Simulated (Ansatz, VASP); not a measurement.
# Al in two plane-wave programs, part 2 of 3

One calculation is typed for both programs; each brings its own data sets and cutoff. How far apart do they land? The structure shown is the end of the VASP relaxation below.

VASP 6.6.1 and Ansatz 0.2.0.

So far: Starting point; VASP: relaxation, PBEsol.

### 3. Ansatz: single point, PBEsol

Level of this step: Ansatz beside VASP: Kohn-Sham DFT, plane waves, PBEsol (Ansatz).

Ansatz runs on its default PAW (the set named soft_2) files.

The same cell, functional, mesh and smearing now go to Ansatz, which takes its cutoff from its data sets.

input.yaml reads:

```yaml
crystal:
  lattice:
    - [2.86350669, 0.0, 0.0]
    - [-5.72701338, 7.01413027, 0.0]
    - [0.0, 0.0, 26.3993477]
  atoms:
    - { symbol: Al, position: [0.69698051, 0.84849026, 0.72935899] }
    - { symbol: Al, position: [0.54571688, 0.52285844, 0.70030432] }
    - { symbol: Al, position: [0.37900522, 0.18950261, 0.67535858] }
    - { symbol: Al, position: [0.20928282, 0.85464141, 0.63807154] }
    - { symbol: Al, position: [0.03759009, 0.51879504, 0.60841325] }
    - { symbol: Al, position: [0.875, 0.1875, 0.57828064] }
    - { symbol: Al, position: [0.70833333, 0.85416667, 0.54696839] }
    - { symbol: Al, position: [0.54166667, 0.52083333, 0.51565613] }
    - { symbol: Al, position: [0.375, 0.1875, 0.48434387] }
    - { symbol: Al, position: [0.20833333, 0.85416667, 0.45303161] }
    - { symbol: Al, position: [0.04166667, 0.52083333, 0.42171936] }
    - { symbol: Al, position: [0.87907658, 0.18953829, 0.39158675] }
    - { symbol: Al, position: [0.70738385, 0.85369192, 0.36192846] }
    - { symbol: Al, position: [0.53766144, 0.51883072, 0.32464142] }
    - { symbol: Al, position: [0.37094979, 0.18547489, 0.29969568] }
    - { symbol: Al, position: [0.21968616, 0.85984308, 0.27064101] }
hamiltonian:
  xc: pbesol
  pseudopotentials: { kind: paw }
kpoints:
  mp_grid: { grid: [11, 11, 1] }
scf:
  occupations: { method: gaussian, width: 0.05 }
  n_extra_bands: 8
efield:
  axis: 3
  dipole_correction: true
  ramp_width: 0.04
output:
  forces: true
  eigenvalues: true
```

Launch:

```console
ansatz run input.yaml --threads 4 --pin off --max-ram 9216MiB --backend cpu --events-out ev --progress --plain --runs-dir out
```

Numbers of over 12 decimals in the logs are rounded to 6 here.

The program printed:

```text
scf.n_extra_bands = 8 over 24 filled bands (N_el = 48.0): the run solves 32 bands
Engine: ansatz 0.2.0, aarch64-unknown-linux-gnu
Pseudopotentials: kind: paw
Pseudopotential: Al, paw, valence charge 3, recommended cutoff 420 eV (normal), Al.paw.azcp
Functional definition: PBEsol
  exchange = pbesol_x
  correlation = pbesol_c
Crystal: 16 atoms, lattice volume = 530.231 Å³
Basis set: ecut = 420 eV, 10387 PW (Γ), exchange–correlation on 40×128×360 points (8 copies of the dense FFT grid, shifted against one another)
Bands: 32, of which v1, the nominal top of the filled ones, is band 24 counted from 1 (23 counted from 0)
Symmetry: 2 space group operations
k-points: 36 of 121 (time reversal used)
Non-local potential: Al, projectors of the file, l = 0: 2, l = 1: 2, l = 2: 1
PAW form: soft (Blöchl's): semilocal exchange-correlation on the pseudo side does not see the compensation charge
PAW frozen core: Al, regenerated for the run's functional, and the local potential with it (the file was generated under x = pbe(κ = 0.804, μ = 0.219515), c = pbe(β = 0.066725))
PAW one-centre angular grid: Al, 110 points (default); XC on 64 Gauss nodes
Initial density: superposition of atomic densities (neutral atoms: chi_scale 0, normalization atom), corrected by the library's trained network
Initial wavefunctions: pseudopotential atomic-orbital guess
Functional: x = pbesol(κ = 0.804, μ = 0.123457), c = pbesol(β = 0.046)
SCF iter   1: F=—  HF=-8390.030212 eV  |F-HF|=—  |Δ(HF+E_count)|=         —  Δρ=1.15e-3  dr2=1.50e-2  ethr=1.77e-3  p=0.000 e·Å  D=3.38e-10 V/Å  ΔV_dip=-0.00 eV  dr2_dipole=5.68e-10  V_vac-E_F(+/−)=4.04/4.04 eV  ⟨swp⟩=10.9  Hψ=7664  notcnv=0
efield: sawtooth ramp at fractional position 0.9800 (placed from the atoms, in the widest stretch of the axis that holds none; the zero of the levels goes with the place), width 0.0400; the density the first Hamiltonian is built on has a dipole p = 0.000 e·Å; the dipole correction subtracts the counter field D = 3.38e-10 V/Å, which shifts the + side's vacuum level by -0.00 eV against the − side's; the planar-averaged density in the ramp window peaks in size at 2.9e-5 e/Å³
preconditioner: auto → LDOS  [metal: Δε(μ)=0.012 eV  Ē_g=5.502 eV  σ=0.050 eV  W_gap=0.13  n_scr=46 (ndim 8)  ℏωp=11.2 eV  f_vac=0.401  D(μ)=6.39/eV (n_scr^D=30)  β→1.0]
SCF iter   2: F=—  HF=-8390.032478 eV  |F-HF|=—  |Δ(HF+E_count)|=   2.27e-3  Δρ=3.87e-4  dr2=3.36e-3  ethr=3.13e-5  p=-0.000 e·Å  D=-6.59e-6 V/Å  ΔV_dip=0.00 eV  dr2_dipole=8.52e-9  V_vac-E_F(+/−)=4.15/4.15 eV  ⟨swp⟩=2.8  Hψ=2920  notcnv=0  defer=65
SCF iter   3: F=—  HF=-8390.032205 eV  |F-HF|=—  |Δ(HF+E_count)|=   2.73e-4  Δρ=1.22e-4  dr2=3.05e-4  ethr=7.00e-6  p=-0.000 e·Å  D=-3.77e-6 V/Å  ΔV_dip=0.00 eV  dr2_dipole=1.72e-9  V_vac-E_F(+/−)=4.15/4.15 eV  ⟨swp⟩=2.3  Hψ=1820  notcnv=0  defer=65
SCF iter   4: F=—  HF=-8390.032187 eV  |F-HF|=—  |Δ(HF+E_count)|=   1.80e-5  Δρ=2.81e-5  dr2=1.26e-5  ethr=6.36e-7  p=-0.000 e·Å  D=-1.71e-6 V/Å  ΔV_dip=0.00 eV  dr2_dipole=7.33e-10  V_vac-E_F(+/−)=4.15/4.15 eV  ⟨swp⟩=2.6  Hψ=2006  notcnv=0  defer=65
SCF iter   5: F=—  HF=-8390.032277 eV  |F-HF|=—  |Δ(HF+E_count)|=   8.96e-5  Δρ=7.16e-6  dr2=7.66e-7  ethr=2.63e-8  p=-0.000 e·Å  D=-5.42e-7 V/Å  ΔV_dip=0.00 eV  dr2_dipole=1.79e-10  V_vac-E_F(+/−)=4.15/4.15 eV  ⟨swp⟩=2.6  Hψ=2069  notcnv=0  defer=65
SCF iter   6: F=-8390.032277 eV  HF=-8390.032277 eV  |F-HF|=1.44e-8  |Δ(HF+E_count)|=   3.61e-7  Δρ=1.85e-6  dr2=6.84e-8  ethr=2.08e-10  p=-0.000 e·Å  D=-1.74e-7 V/Å  ΔV_dip=0.00 eV  dr2_dipole=1.30e-11  V_vac-E_F(+/−)=4.15/4.15 eV  ⟨swp⟩=16.2  Hψ=7024  notcnv=0
SCF 1 converged in 6 iterations: F = -8390.032277 eV  dr2 = 6.84e-8
  greatest PAW one-centre occupation: 0.485 electrons in one spin orbital (limit 2), on the Al atom at site 0 (counted from 0), in its partial waves of l = 0
SCF converged after 6 iterations
Free energy (F): -8390.032277 eV
Harris-Foulkes:  -8390.032277 eV  (|F-HF|=1.44e-8)
Internal energy: -8390.024027 eV  (E = F + TS)
E sigma→0 (E₀):  -8390.028152 eV
Entropy (-TS):   -0.008250 eV (-0.516 meV/atom)
Fermi energy:    1.912973 eV
Dipole field:    D = -0.000003 V/Å  (p = -0.000009 e·Å, saw-weighted, corrected)
Work function:   Φ+ = 4.1549 eV   Φ− = 4.1548 eV
Levels:          The Fermi level and band energies are counted from a zero that moves with the ramp; work functions are not
--- Per-component energies (eV) ---
  E_band       = -113.741870
  E_kinetic    = 354.360201
  E_local      = -11275.350056  (includes V_loc(G=0)·N_el)
  E_nonlocal   = 167.622601
  E_hartree    = 5577.274828
  E_xc         = -623.464634
  E_vxc        = -457.323522  (∫ρ·V_xc dr)
  E_paw        = -7275.052555  (= ΣΔE_a)
  E_vpaw       = -57.625405  (= ΣTr[D̂ρ^β])
  E_aug_tail   = -0.000039  (compensation charges beyond the density's cutoff)
  E_efield     = 0.000000  (sawtooth field / dipole correction)
  E_vefield    = 0.000000  (∫n·V_field dr)
  E_ewald      = 4684.279403
  E_core_change = 0.306224  (= ΣΔE_core)
  E_smearing   = -0.008250  (= −TS)
  E_closure    = 0.000000  (closes the sum)
  Σ components = -8390.032277   (vs F -8390.032277, Δ=0.00e0)
--- Forces (eV/Å), atoms counted from 1 ---
  atom   1  Al     0.00000000    -0.00472716    -0.00784026
  atom   2  Al     0.00000000    -0.01619417    -0.00540945
  atom   3  Al    -0.00000000    -0.00011703    -0.02605883
  atom   4  Al    -0.00000000    -0.01002170    -0.00183775
  atom   5  Al    -0.00000000     0.00233539    -0.02807581
  atom   6  Al     0.00000000     0.00827076     0.07691760
  atom   7  Al    -0.00000000     0.01305003    -0.06153977
  atom   8  Al    -0.00000000    -0.07485733    -0.09057101
  atom   9  Al     0.00000000     0.07485720     0.09057249
  atom  10  Al     0.00000000    -0.01304778     0.06154392
  atom  11  Al    -0.00000000    -0.00827704    -0.07691459
  atom  12  Al     0.00000000    -0.00233456     0.02806998
  atom  13  Al     0.00000000     0.01003246     0.00183507
  atom  14  Al     0.00000000     0.00010741     0.02605631
  atom  15  Al    -0.00000000     0.01619435     0.00541446
  atom  16  Al    -0.00000000     0.00473089     0.00783847
  max |Σ_I F_I| component: 1.71e-6 eV/Å
--- Band table (eV; the first three rows and the last of 36) ---
  k-point 0: bands = [... 20 lower, 1.5190, 2.1537, 2.4696, 2.5157, 2.9230, 2.9732, 3.1142, 3.6303, ... 4 higher]
  k-point 1: bands = [... 20 lower, 1.4641, 1.5088, 2.0713, 2.2605, 2.9182, 3.1713, 3.4450, 3.5426, ... 4 higher]
  k-point 2: bands = [... 20 lower, 0.8066, 1.0773, 1.7319, 1.9864, 2.5501, 2.9337, 3.2524, 3.7408, ... 4 higher]
  k-point 35: bands = [... 20 lower, 0.8349, 1.0942, 1.3396, 1.5123, 1.9810, 2.0869, 2.2203, 2.3292, ... 4 higher]
```

Wall time 15 s (4 threads of Arm Neoverse V1, shared host); peak memory 1.1 GiB.

Reading the cycles: dr2 is the Hartree energy of the density residual (eV), the measure of convergence; HF is the Harris–Foulkes estimate of the energy, which meets the free energy F at convergence.

### 4. Differences

Known differences besides the potentials themselves: the cutoff is 420 eV in Ansatz and 300 eV in VASP (PREC = Normal, projectors in real space); Ansatz makes its cores anew for this functional, VASP keeps those of its PBE data sets; VASP leaves aspherical gradient terms in its spheres out (LASPH is not set), Ansatz keeps them. Total energies have different zeros and are not compared.

Forces on 8 of the 16 atoms, those with the largest forces and the largest differences (eV/Å; atoms numbered as in POSCAR):

| atom | Ansatz x, y, z | VASP x, y, z |
| --- | --- | --- |
| Al5 | 0.000, 0.002, -0.028 | 0.000, 0.006, -0.019 |
| Al6 | 0.000, 0.008, 0.077 | 0.000, 0.012, 0.072 |
| Al7 | 0.000, 0.013, -0.062 | 0.000, 0.012, -0.062 |
| Al8 | 0.000, -0.075, -0.091 | 0.000, -0.077, -0.098 |
| Al9 | 0.000, 0.075, 0.091 | 0.000, 0.077, 0.098 |
| Al10 | 0.000, -0.013, 0.062 | 0.000, -0.012, 0.062 |
| Al11 | 0.000, -0.008, -0.077 | 0.000, -0.012, -0.072 |
| Al12 | 0.000, -0.002, 0.028 | 0.000, -0.006, 0.019 |

The forces differ by 3.6 meV/Å r.m.s., which is 10.8 % of the r.m.s. force of 0.03 eV/Å (both taken over all components, held atoms included). VASP's last cycles still show a density residual of 3e-02, so its state may not be settled.

### 5. VASP: band structure, PBEsol

With cell and atoms fixed, the geometry can't cause a difference; cores, projectors, grids and the points listed under the comparison can.

INCAR reads:

```
SYSTEM = Al
PREC = Normal
ENCUT = 300
EDIFF = 1E-06
NELM = 120
ISMEAR = 0
SIGMA = 0.05
LREAL = Auto
ALGO = Fast
GGA = PS
NBANDS = 60
LORBIT = 11
LWAVE = .TRUE.
LCHARG = .TRUE.
IDIPOL = 3
LDIPOL = .TRUE.
DIPOL = 0.5 0.5 0.5
LVHAR = .TRUE.
LVACPOTAV = .TRUE.
LELF = .TRUE.
NEDOS = 1500
```

POSCAR reads:

```
Al
1.0
    2.8635066922      0.0000000000      0.0000000000
   -5.7270133843      7.0141302708      0.0000000000
    0.0000000000      0.0000000000     26.3993476966
Al
16
Direct
    0.6969805101      0.8484902556      0.7293589874
    0.5457168795      0.5228584392      0.7003043171
    0.3790052227      0.1895026113      0.6753585802
    0.2092828182      0.8546414096      0.6380715448
    0.0375900899      0.5187950445      0.6084132539
    0.8750000000      0.1875000000      0.5782806440
    0.7083333330      0.8541666670      0.5469683870
    0.5416666670      0.5208333330      0.5156561290
    0.3750000000      0.1875000000      0.4843438710
    0.2083333330      0.8541666670      0.4530316130
    0.0416666670      0.5208333330      0.4217193560
    0.8790765771      0.1895382885      0.3915867461
    0.7073838478      0.8536919244      0.3619284552
    0.5376614443      0.5188307217      0.3246414198
    0.3709497875      0.1854748938      0.2996956829
    0.2196861559      0.8598430784      0.2706410126
```

KPOINTS reads:

```
Automatic mesh
0
Gamma
11 11 1
0 0 0
```

KPOINTS_OPT reads:

```
Line mode
14
Line-mode
Reciprocal
  0.00000000   0.00000000   0.00000000 GAMMA
  0.50000000  -1.00000000   0.00000000 X

  0.50000000  -1.00000000   0.00000000 X
  0.50000000  -0.50000000   0.00000000 S

  0.50000000  -0.50000000   0.00000000 S
  0.00000000   0.50000000   0.00000000 Y

  0.00000000   0.50000000   0.00000000 Y
  0.00000000   0.00000000   0.00000000 GAMMA

  0.00000000   0.00000000   0.00000000 GAMMA
  0.50000000  -0.50000000   0.00000000 S
```

PAW data sets: Al (PBE family, release 64).

Launch:

```console
mpirun -np 4 vasp_std
```

The program printed:

```text
[banner, memory and clock lines left out]
running    4 mpi-ranks, on    1 nodes
[...]
[... a notice as in an earlier step ...]

 LDA part: xc-table for (Slater+PW92), standard interpolation
 POSCAR, INCAR and KPOINTS ok, starting setup
[...]
entering main loop
       N       E                     dE             d eps       ncg     rms          rms(c)
DAV:   1     0.561152140987E+02    0.56115E+02   -0.10575E+04  4360   0.386E+02
DAV:   2    -0.588927366678E+02   -0.11501E+03   -0.10683E+03  5508   0.908E+01
DAV:   3    -0.646550166512E+02   -0.57623E+01   -0.55734E+01  5648   0.182E+01
DAV:   4    -0.648507623003E+02   -0.19575E+00   -0.19558E+00  6200   0.372E+00
[...]
RMM:  21    -0.626960286023E+02   -0.72155E-05   -0.62591E-07  5002   0.176E-03    0.146E-03
RMM:  22    -0.626960298332E+02   -0.12309E-05   -0.19013E-07  4618   0.117E-03    0.115E-03
RMM:  23    -0.626960300515E+02   -0.21824E-06   -0.57765E-08  4107   0.810E-04
|                                                                             |
[...]
1 F= -.62696030E+02 E0= -.62691914E+02  d E =-.823199E-02
 Start KPOINTS_OPT (optional k-point list driver)
k-point batch [1-36\70]
       N       E                     dE             ncg
DAV:   1     0.815839626487E+03   -0.39227E+05     4320
DAV:   2    -0.311614559769E+04   -0.39320E+04     5620
DAV:   3    -0.331903775580E+04   -0.20289E+03     5328
DAV:   4    -0.332578891865E+04   -0.67512E+01     6032
DAV:   5    -0.332595287646E+04   -0.16396E+00     5608
DAV:   6    -0.332596341180E+04   -0.10535E-01     6448
DAV:   7    -0.332596359743E+04   -0.18563E-03     5696
DAV:   8    -0.332596360905E+04   -0.11618E-04     4920
DAV:   9    -0.332596360962E+04   -0.56861E-06     3568
k-point batch [37-70\70]
       N       E                     dE             ncg
DAV:   1     0.872778670886E+03   -0.15660E+05     4112
DAV:   2    -0.269279972752E+04   -0.35656E+04     5004
DAV:   3    -0.286611540801E+04   -0.17332E+03     5248
DAV:   4    -0.287214196043E+04   -0.60266E+01     5792
DAV:   5    -0.287229736066E+04   -0.15540E+00     5680
DAV:   6    -0.287230639138E+04   -0.90307E-02     6136
DAV:   7    -0.287230653957E+04   -0.14819E-03     5744
DAV:   8    -0.287230654733E+04   -0.77587E-05     4944
DAV:   9    -0.287230654788E+04   -0.55223E-06     3648
 writing wavefunctions
```

[end of part 2 of 3]

[Lines on the potential files, build, host, timing and source positions are cut from VASP's logs without a mark.]

[Logs are printed without paths, hosts, clocks, repeated set-up lines and the standing remarks that a program may print on its own settings, such as how far it seeks lower states.]

[Hosts, paths, dates, database ids (printed as entryN), source tags and the programs' standing remarks are cut or masked in the printed files.]
